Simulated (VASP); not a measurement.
All values below come from r2SCAN+rVV10, VASP's PBE PAW potentials (set 64) (plane waves; VASP).

A VASP calculation is set up with these files.

POSCAR:
```
Al3Sc
1
    4.0638445183    -0.0000000000     0.0000000000
    0.0000000000     4.0638445183    -0.0000000000
   -0.0000000000    -0.0000000000     4.0638445183
Sc Al
1 3
Direct
  0.0000000000   0.0000000000   0.0000000000
  0.0000000000   0.5000000000   0.5000000000
  0.5000000000   0.0000000000   0.5000000000
  0.5000000000   0.5000000000   0.0000000000
```

### INCAR
```
! general
SYSTEM   = Al3Sc
PREC     = Accurate
ENCUT    = 520
LREAL    = .FALSE.
LASPH    = .TRUE.

! electronic loop
EDIFF    = 1E-6
NELM     = 100
ALGO     = Normal
LMAXMIX  = 4
LMIXTAU  = .TRUE.

! smearing
ISMEAR   = 1
SIGMA    = 0.1

! functional
METAGGA  = R2SCAN
LUSE_VDW = .TRUE.
BPARAM   = 11.95
CPARAM   = 0.0093

! ions
IBRION   = 2
NSW      = 60
ISIF     = 3
EDIFFG   = -0.02

! output
LWAVE    = .FALSE.
LCHARG   = .FALSE.
```

File KPOINTS:
```
kpoints
0
gamma
  7 7 7
```

POTCAR, in this order: Sc_sv Al (PBE.64 set). Program: vasp_std.

What VASP printed:

File OSZICAR:
```
       N       E                     dE             d eps       ncg     rms          rms(c)
DAV:   1     0.103488285913E+03    0.10349E+03   -0.87524E+03   560   0.135E+03
DAV:   2    -0.280861945912E+02   -0.13157E+03   -0.12979E+03   560   0.382E+02
DAV:   3    -0.366255950661E+02   -0.85394E+01   -0.82496E+01   904   0.800E+01
DAV:   4    -0.367715829428E+02   -0.14599E+00   -0.14546E+00   760   0.101E+01
DAV:   5    -0.367747605125E+02   -0.31776E-02   -0.31759E-02   830   0.163E+00    0.124E+01
DAV:   6    -0.331257628700E+02    0.36490E+01   -0.56944E+00   780   0.386E+01    0.457E+00
DAV:   7    -0.327866420154E+02    0.33912E+00   -0.55604E-01   662   0.784E+00    0.218E+00
DAV:   8    -0.329976076184E+02   -0.21097E+00   -0.67697E-01   764   0.781E+00    0.805E-01
DAV:   9    -0.329843119300E+02    0.13296E-01   -0.11683E-01   772   0.461E+00    0.381E-01
DAV:  10    -0.330533848986E+02   -0.69073E-01   -0.14553E-01   792   0.481E+00    0.269E-01
DAV:  11    -0.330495813162E+02    0.38036E-02   -0.12471E-02   876   0.172E+00    0.174E-01
DAV:  12    -0.330533188599E+02   -0.37375E-02   -0.49429E-03   714   0.862E-01    0.283E-02
DAV:  13    -0.330532341397E+02    0.84720E-04   -0.65800E-04   754   0.308E-01    0.203E-02
DAV:  14    -0.330533737958E+02   -0.13966E-03   -0.14952E-04   798   0.146E-01    0.104E-02
DAV:  15    -0.330534470981E+02   -0.73302E-04   -0.85862E-05   632   0.122E-01    0.783E-03
DAV:  16    -0.330534476780E+02   -0.57990E-06   -0.14035E-05   744   0.528E-02    0.352E-03
DAV:  17    -0.330534527881E+02   -0.51101E-05   -0.56417E-06   662   0.323E-02    0.146E-03
DAV:  18    -0.330534528257E+02   -0.37617E-07   -0.70568E-08   352   0.377E-03
   1 F= -.33053453E+02 E0= -.33053020E+02  d E =-.330535E+02
       N       E                     dE             d eps       ncg     rms          rms(c)
DAV:   1    -0.330899811274E+02   -0.36528E-01   -0.10005E+00   674   0.162E+01    0.153E+00
DAV:   2    -0.330573904504E+02    0.32591E-01   -0.19679E-01   792   0.652E+00    0.304E-01
DAV:   3    -0.330560752914E+02    0.13152E-02   -0.44153E-03   656   0.562E-01    0.169E-01
DAV:   4    -0.330553222247E+02    0.75307E-03   -0.26765E-03   712   0.370E-01    0.642E-02
DAV:   5    -0.330552390594E+02    0.83165E-04   -0.14412E-03   844   0.362E-01    0.423E-02
DAV:   6    -0.330554493364E+02   -0.21028E-03   -0.35697E-04   768   0.147E-01    0.267E-02
DAV:   7    -0.330554425007E+02    0.68357E-05   -0.37202E-05   754   0.913E-02    0.120E-02
DAV:   8    -0.330554320061E+02    0.10495E-04   -0.49938E-05   638   0.107E-01    0.133E-02
DAV:   9    -0.330554527202E+02   -0.20714E-04   -0.39119E-05   730   0.880E-02    0.841E-04
DAV:  10    -0.330554528282E+02   -0.10797E-06   -0.66208E-07   346   0.994E-03
   2 F= -.33055453E+02 E0= -.33055030E+02  d E =-.200000E-02
       N       E                     dE             d eps       ncg     rms          rms(c)
DAV:   1    -0.330597665454E+02   -0.43138E-02   -0.10881E-01   668   0.535E+00    0.500E-01
DAV:   2    -0.330562620829E+02    0.35045E-02   -0.18709E-02   766   0.204E+00    0.103E-01
DAV:   3    -0.330561375159E+02    0.12457E-03   -0.36935E-04   602   0.166E-01    0.549E-02
DAV:   4    -0.330560643006E+02    0.73215E-04   -0.28385E-04   726   0.128E-01    0.222E-02
DAV:   5    -0.330560753531E+02   -0.11052E-04   -0.94186E-05   804   0.896E-02    0.143E-02
DAV:   6    -0.330560864677E+02   -0.11115E-04   -0.18579E-05   686   0.400E-02    0.705E-03
DAV:   7    -0.330560854535E+02    0.10142E-05   -0.63813E-06   590   0.367E-02    0.389E-03
DAV:   8    -0.330560848209E+02    0.63253E-06   -0.70812E-06   650   0.386E-02
   3 F= -.33056085E+02 E0= -.33055659E+02  d E =-.263200E-02
```

**OUTCAR**
```
------------------------ aborting loop because EDIFF is reached ----------------------------------------
  FORCE on cell =-STRESS in cart. coord.  units (eV):
  Direction    XX          YY          ZZ          XY          YZ          ZX
  --------------------------------------------------------------------------------------
  Total        0.0178758      0.0178758      0.0178758      0.0000000      0.0000000     -0.0000000
  in kB        0.4219409      0.4219409      0.4219409      0.0000000      0.0000000     -0.0000000
  external PRESSURE =       0.4219409 kB  Pullay stress =       0.0000000 kB
  volume of cell :       67.88
      direct lattice vectors                 reciprocal lattice vectors
     4.079198401  0.000000000 -0.000000000     0.245146203 -0.000000000  0.000000000
     0.000000000  4.079198401  0.000000000    -0.000000000  0.245146203 -0.000000000
    -0.000000000  0.000000000  4.079198401     0.000000000 -0.000000000  0.245146203
 POSITION                                       TOTAL-FORCE (eV/Angst)
 -----------------------------------------------------------------------------------
      0.00000      0.00000      0.00000        -0.000000      0.000000      0.000000
     -0.00000      2.03960      2.03960         0.000000      0.000000      0.000000
      2.03960      0.00000      2.03960         0.000000      0.000000      0.000000
      2.03960      2.03960     -0.00000         0.000000      0.000000      0.000000
 -----------------------------------------------------------------------------------
    total drift:                                0.000000     -0.000000      0.000000
  FREE ENERGIE OF THE ION-ELECTRON SYSTEM (eV)
  ---------------------------------------------------
  free  energy   TOTEN  =       -33.0560848209 eV

  energy  without entropy=      -33.0548070020  energy(sigma->0) =      -33.05565888

 reached required accuracy - stopping structural energy minimisation
```
(Selected blocks of OUTCAR.)

CONTCAR:
```
Al3Sc
   1.00000000000000
     4.0791984014772815    0.0000000000000000   -0.0000000000000000
     0.0000000000000000    4.0791984014772815    0.0000000000000000
    -0.0000000000000000    0.0000000000000000    4.0791984014772815
  Sc              Al
     1     3
Direct
     0.0000000000000000    0.0000000000000000    0.0000000000000000
     0.0000000000000000    0.5000000000000000    0.5000000000000000
     0.5000000000000000    0.0000000000000000    0.5000000000000000
     0.5000000000000000    0.5000000000000000    0.0000000000000000
```

### OUTCAR
```
 val. band max:        7.1813948331   @ k =   0.4286   0.4286   0.1429

 cond. band min:       7.2751562579   @ k =   0.2857   0.0000   0.0000


 Fermi energy:         7.2167710050

 k-point     1 :       0.0000    0.0000    0.0000
  band No.  band energies     occupation
      1     -43.6953      2.00000
      2     -21.4384      2.00000
      3     -21.4384      2.00000
      4     -21.4384      2.00000
      5      -3.3218      2.00000
      6       4.6261      2.00000
      7       4.6261      2.00000
      8       5.3443      2.00000
      9       5.3443      2.00000
     10       5.3443      2.00000
     11       8.6681     -0.00000
     12       8.7688     -0.00000
     13       8.7688     -0.00000
     14       8.7688     -0.00000

 k-point     2 :       0.1429    0.0000    0.0000
  band No.  band energies     occupation
      1     -43.6950      2.00000
      2     -21.4453      2.00000
      3     -21.4378      2.00000
      4     -21.4378      2.00000
      5      -3.1218      2.00000
      6       3.2192      2.00000
      7       4.7760      2.00000
      8       5.3750      2.00000
      9       5.3750      2.00000
     10       6.2745      2.00000
     11       8.6428     -0.00000
     12       8.6428     -0.00000
     13       8.8333     -0.00000
     14       9.4254      0.00000

 k-point     3 :       0.2857    0.0000    0.0000
  band No.  band energies     occupation
      1     -43.6944      2.00000
      2     -21.4607      2.00000
      3     -21.4366      2.00000
      4     -21.4366      2.00000
      5      -2.5356      2.00000
      6       1.4579      2.00000
      7       5.1871      2.00000
      8       5.4400      2.00000
      9       5.4400      2.00000
     10       7.2752      0.17473
     11       8.4408     -0.00000
     12       8.4408     -0.00000
     13       8.9882     -0.00000
     14       9.8087      0.00000

 k-point     4 :       0.4286    0.0000    0.0000
  band No.  band energies     occupation
...
```

The compound is Al3Sc in the L1_2 structure. This run relaxes it. Symmetry was kept, so distortions that lower it aren't found. The start is the result of an earlier pass.
